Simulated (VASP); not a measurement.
# Rb (Rubidium): cell size and functional, part 2 of 2

Which functional gives which lattice for Rb (Rubidium)? The starting structure is a measured crystal structure from the Crystallography Open Database. The first relaxation on each setting starts from this cell expanded by 3 % in volume.

VASP 6.6.1.

Results so far: PBEsol 86.28 Å³ an atom; LDA 77.81 Å³ an atom; PBE 90.78 Å³ an atom; PBEsol + D3(BJ) 79.53 Å³ an atom; r2SCAN 94.84 Å³ an atom.

## Step 7: Relaxation with r2SCAN + rVV10

Level of this step: r2SCAN with rVV10; plane waves and PAW (Rb_sv) (VASP).

rVV10 adds a nonlocal correlation energy for dispersion.

File INCAR:

```
SYSTEM = Rb
PREC = Accurate
ENCUT = 450
EDIFF = 1E-06
NELM = 100
ISMEAR = 1
SIGMA = 0.15
LREAL = .FALSE.
ALGO = Normal
METAGGA = R2SCAN
LUSE_VDW = .TRUE.
IVDW_NL = 2
BPARAM = 11.95
CPARAM = 0.0093
LASPH = .TRUE.
NBANDS = 10
LORBIT = 11
LWAVE = .FALSE.
LCHARG = .FALSE.
KPAR = 4
IBRION = 2
NSW = 50
ISIF = 3
EDIFFG = -0.006
```

File POSCAR:

```
Rb
1.0
   -2.8312592311      2.8312592311      2.8312592311
    2.8312592311     -2.8312592311      2.8312592311
    2.8312592311      2.8312592311     -2.8312592311
Rb
1
Direct
    0.0000000000      0.0000000000      0.0000000000
```

File KPOINTS:

```
Automatic mesh
0
Gamma
12 12 12
0 0 0
```

Potentials, in the order of the species: Rb_sv (PBE family, release 64).

Started as:

```
> mpirun -np 4 vasp_std
```

Output:

```text
[banner, memory and clock lines left out]
running    4 mpi-ranks, on    1 nodes
[...]
|                                                                             |
|               ----> ADVICE to this user running VASP <----                  |
|                                                                             |
|     You have switched on vdW-DFT.                                           |
|     This routine was written and supplied by Jiri Klimes. We recommend      |
|     that you carefully read and cite the following publications:            |
|       J. Klimes, D.R. Bowler, A. Michelides                                 |
|          J. Phys.: Cond Matt. 22 022201 (2010)                              |
|       J. Klimes, D.R. Bowler, A. Michelides                                 |
|          Phys. Rev. B. 83, 195131 (2011)                                    |
|     and references therein.                                                 |
|                                                                             |

[...]
DAV:   6    -0.136236260001E+02    0.28748E-05   -0.57586E-06  2262   0.184E-02    0.179E-03
Total rVV10 correction in eV:      0.2935653     9.1088788
Total rVV10 correction in eV:      0.2935653     9.1088788
Total rVV10 correction in eV:      0.2935653     9.1088788
Total rVV10 correction in eV:      0.2935653     9.1088788
DAV:   7    -0.136236279740E+02   -0.19739E-05   -0.53158E-07   776   0.754E-03    0.694E-04
Total rVV10 correction in eV:      0.2935652     9.1088788
Total rVV10 correction in eV:      0.2935652     9.1088788
Total rVV10 correction in eV:      0.2935652     9.1088788
Total rVV10 correction in eV:      0.2935652     9.1088788
DAV:   8    -0.136236279059E+02    0.68115E-07   -0.12181E-07   760   0.192E-03
Total rVV10 correction in eV:      0.2935650     9.1088788
Total rVV10 correction in eV:      0.2935650     9.1088788
Total rVV10 correction in eV:      0.2935650     9.1088788
Total rVV10 correction in eV:      0.2935650     9.1088788
Total rVV10 correction in eV:      0.2935651     9.1088788
Total rVV10 correction in eV:      0.2935651     9.1088788
Total rVV10 correction in eV:      0.2935651     9.1088788
Total rVV10 correction in eV:      0.2935651     9.1088788
   3 F= -.13623628E+02 E0= -.13623273E+02  d E =-.117920E-03
[...]
reached required accuracy - stopping structural energy minimisation
```

The job ended after 6.7 min (4 MPI ranks of AMD EPYC 7R43, shared host; peak memory 1.5 GiB; 26 min of CPU time).

From OUTCAR (step 7):

```text
  Total        0.0025160      0.0025160      0.0025160     -0.0000000     -0.0000000     -0.0000000
  in kB        0.0439461      0.0439461      0.0439461     -0.0000000     -0.0000000     -0.0000000
  external PRESSURE =       0.0439461 kB  Pullay stress =       0.0000000 kB

 POSITION                                       TOTAL-FORCE (eV/Angst)
 -----------------------------------------------------------------------------------
     -0.00000      0.00000      0.00000        -0.000000      0.000000      0.000000
 -----------------------------------------------------------------------------------
    total drift:                               -0.000000     -0.000000     -0.000000

  FREE ENERGIE OF THE ION-ELECTRON SYSTEM (eV)
  ---------------------------------------------------
  free  energy   TOTEN  =       -13.6236279059 eV

  energy  without entropy=      -13.6225645295  energy(sigma->0) =      -13.62327345

[... 2 parts as in an earlier step ...]

[... 2 further parts left out ...]
[key lines of the parts left out:]
E-fermi :   0.0187
```

With r2SCAN + rVV10 the relaxed cell holds 91.729 Å³ an atom, +4.07 % against the measured cell, with a = 5.682 Å. That is +6.31 % from PBEsol. Pressures at 0.985 and 1.015 times this volume, from two more relaxations that aren't shown, give a bulk modulus of 2.9 GPa.

## Step 8: Relaxation with vdW-DF-cx

vdW-DF-cx takes its exchange from the same plasmon model as its correlation. This run starts from the cell of an earlier relaxation, which isn't shown; the restart sets up the plane waves anew.

Edit INCAR of step 7 so:

```diff
@@ -9,7 +9,5 @@
 ALGO = Normal
-METAGGA = R2SCAN
+GGA = CX
+AGGAC = 0
 LUSE_VDW = .TRUE.
-IVDW_NL = 2
-BPARAM = 11.95
-CPARAM = 0.0093
 LASPH = .TRUE.
```

File POSCAR:

```
Rb
1.0
   -2.8157978041      2.8157978041      2.8157978041
    2.8157978041     -2.8157978041      2.8157978041
    2.8157978041      2.8157978041     -2.8157978041
Rb
1
Direct
    0.0000000000      0.0000000000      0.0000000000
```

KPOINTS is that of step 7.

Started as:

```
> mpirun -np 4 vasp_std
```

Output:

```text
[banner, memory and clock lines left out]
running    4 mpi-ranks, on    1 nodes
[...]
[... a notice as in an earlier step ...]

 [... a notice as in an earlier step ...]

 LDA part: xc-table for (Slater+PW92), standard interpolation
 POSCAR, INCAR and KPOINTS ok, starting setup
[...]
entering main loop
       N       E                     dE             d eps       ncg     rms          rms(c)
DAV:   1     0.419074178901E+02    0.41907E+02   -0.30893E+03  1440   0.589E+02
DAV:   2     0.369415351475E+01   -0.38213E+02   -0.37494E+02  1626   0.121E+02
DAV:   3     0.130720575397E+01   -0.23869E+01   -0.23806E+01  1948   0.302E+01
DAV:   4     0.121429609204E+01   -0.92910E-01   -0.92858E-01  2026   0.524E+00
[...]
DAV:   9     0.120590362743E+01   -0.49318E-04   -0.82044E-05  1858   0.415E-02    0.632E-03
DAV:  10     0.120590055474E+01   -0.30727E-05   -0.13942E-05  1724   0.187E-02    0.170E-03
DAV:  11     0.120590048944E+01   -0.65299E-07   -0.38279E-07  1378   0.360E-03
   1 F= 0.12059005E+01 E0= 0.12062584E+01  d E =0.120590E+01
[...]
reached required accuracy - stopping structural energy minimisation
```

Run time: 88 s. Hardware: 4 MPI ranks; peak memory 1.8 GiB; 5.5 min of CPU time.

OUTCAR, selected parts (step 8):

```text
  Total       -0.0044377     -0.0044377     -0.0044377      0.0000000     -0.0000000     -0.0000000
  in kB       -0.0796162     -0.0796162     -0.0796162      0.0000000     -0.0000000     -0.0000000
  external PRESSURE =      -0.0796162 kB  Pullay stress =       0.0000000 kB

 POSITION                                       TOTAL-FORCE (eV/Angst)
 -----------------------------------------------------------------------------------
      0.00000      0.00000      0.00000        -0.000000     -0.000000      0.000000
 -----------------------------------------------------------------------------------
    total drift:                               -0.000000     -0.000000      0.000000

  FREE ENERGIE OF THE ION-ELECTRON SYSTEM (eV)
  ---------------------------------------------------
  free  energy   TOTEN  =         1.2059004894 eV

  energy  without entropy=        1.2069740888  energy(sigma->0) =        1.20625836

[... 2 parts as in an earlier step ...]

[... 2 further parts left out ...]
[key lines of the parts left out:]
E-fermi :   0.0522
```

With vdW-DF-cx the relaxed cell holds 89.303 Å³ an atom, +1.32 % against the measured cell, with a = 5.632 Å. That is +3.50 % from PBEsol. Pressures at 0.985 and 1.015 times this volume, from two more relaxations that aren't shown, give a bulk modulus of 2.6 GPa.

## Step 9: Relaxation with TPSS

TPSS is an older meta-GGA. This run starts from the cell of an earlier relaxation, which isn't shown; the restart sets up the plane waves anew.

Edit INCAR of step 8 so:

```diff
@@ -9,5 +9,3 @@
 ALGO = Normal
-GGA = CX
-AGGAC = 0
-LUSE_VDW = .TRUE.
+METAGGA = TPSS
 LASPH = .TRUE.
```

File POSCAR:

```
Rb
1.0
   -2.8798346462      2.8798346462      2.8798346462
    2.8798346462     -2.8798346462      2.8798346462
    2.8798346462      2.8798346462     -2.8798346462
Rb
1
Direct
    0.0000000000      0.0000000000      0.0000000000
```

KPOINTS is that of step 8.

Started as:

```
> mpirun -np 4 vasp_std
```

Output:

```text
[... set-up lines as in an earlier step ...]
 entering main loop
       N       E                     dE             d eps       ncg     rms          rms(c)
DAV:   1    -0.150785027642E+06   -0.15079E+06   -0.14082E+06  2872   0.569E+04
DAV:   2    -0.218264959759E+06   -0.67480E+05   -0.66537E+05  2164   0.108E+05
DAV:   3    -0.222910698517E+06   -0.46457E+04   -0.42783E+04  2644   0.302E+04
DAV:   4    -0.224326360502E+06   -0.14157E+04   -0.12542E+04  2386   0.140E+04
[...]
DAV:  27    -0.959536311787E+01    0.93090E-05   -0.28293E-06  1492   0.140E-02    0.241E-02
DAV:  28    -0.959536055181E+01    0.25661E-05   -0.14585E-06  1460   0.983E-03    0.737E-03
DAV:  29    -0.959536043849E+01    0.11332E-06   -0.17521E-07   746   0.373E-03
   1 F= -.95953604E+01 E0= -.95950160E+01  d E =-.959536E+01
[...]
reached required accuracy - stopping structural energy minimisation
```

The job ended after 3.9 min (4 MPI ranks; peak memory 0.85 GiB; 15 min of CPU time).

From OUTCAR (step 9):

```text
  Total        0.0022639      0.0022639      0.0022639      0.0000000     -0.0000000      0.0000000
  in kB        0.0379668      0.0379668      0.0379668      0.0000000     -0.0000000      0.0000000
  external PRESSURE =       0.0379668 kB  Pullay stress =       0.0000000 kB

  FREE ENERGIE OF THE ION-ELECTRON SYSTEM (eV)
  ---------------------------------------------------
  free  energy   TOTEN  =        -9.5953604385 eV

  energy  without entropy=       -9.5943270588  energy(sigma->0) =       -9.59501598

[... 3 parts as in an earlier step ...]

[... 2 further parts left out ...]
[key lines of the parts left out:]
E-fermi :  -0.0291
```

With TPSS the relaxed cell holds 95.535 Å³ an atom, +8.39 % against the measured cell, with a = 5.760 Å. That is +10.72 % from PBEsol. Pressures at 0.985 and 1.015 times this volume, from two more relaxations that aren't shown, give a bulk modulus of 2.6 GPa.

## Step 10: The runs compared

| level | volume (Å³/atom) | against the measured cell (%) | a (Å) | bulk modulus (GPa) | pressure left (GPa) | core minutes |
| --- | --- | --- | --- | --- | --- | --- |
| PBEsol | 86.284 | -2.1 | 5.5674 | 3.0 | 0.0 | 4.33 |
| LDA | 77.807 | -11.72 | 5.3788 | 3.6 | -0.01 | 5.08 |
| PBE | 90.782 | 3.0 | 5.6625 | 2.8 | 0.01 | 1.73 |
| PBEsol + D3(BJ) | 79.527 | -9.77 | 5.4181 | 3.4 | 0.0 | 8.47 |
| r2SCAN | 94.838 | 7.6 | 5.7456 | 2.6 | 0.0 | 38.3 |
| r2SCAN + rVV10 | 91.729 | 4.07 | 5.6821 | 2.9 | 0.0 | 26.9 |
| vdW-DF-cx | 89.303 | 1.32 | 5.6316 | 2.6 | -0.01 | 20.2 |
| TPSS | 95.535 | 8.39 | 5.7597 | 2.6 | 0.0 | 37.1 |

Core minutes are wall time times ranks, summed over the relaxations behind a row (those for a bulk modulus apart), on shared hosts.

## Step 11: Results

```
volume, PBEsol          : 86.28 Å³/atom
volume, LDA             : 77.81 Å³/atom
volume, PBE             : 90.78 Å³/atom
volume, PBEsol + D3(BJ) : 79.53 Å³/atom
volume, r2SCAN          : 94.84 Å³/atom
volume, r2SCAN + rVV10  : 91.73 Å³/atom
volume, vdW-DF-cx       : 89.30 Å³/atom
volume, TPSS            : 95.54 Å³/atom
```

Across 8 levels the volume of Rb (Rubidium) spans 22.8 %, from 77.81 Å³ an atom (LDA) to 95.54 Å³ (TPSS). Against the measured volume of the starting structure, vdW-DF-cx comes nearest (+1.3 %) and LDA lies farthest (-11.7 %). The measured cell holds zero-point expansion and, unless it was taken cold, thermal expansion, which the runs lack, so small differences decide nothing. Adding D3(BJ) to PBEsol changes the volume by -7.8 %. Adding rVV10 to r2SCAN changes the volume by -3.3 %. The bulk modulus goes from 2.6 GPa (TPSS) to 3.6 GPa (LDA). LASPH is on in some of these runs and off in others, which adds a little to the differences. All runs keep the symmetry of the start, so they can't find a distortion of lower symmetry. Further runs on this material are not shown.

[Lines on the potential files, build, host, timing and source positions are cut from VASP's logs without a mark.]

[Logs are printed without paths, hosts, clocks, repeated set-up lines and the standing remarks that a program may print on its own settings, such as how far it seeks lower states.]

[Hosts, paths, dates, database ids (printed as entryN), source tags and the programs' standing remarks are cut or masked in the printed files.]
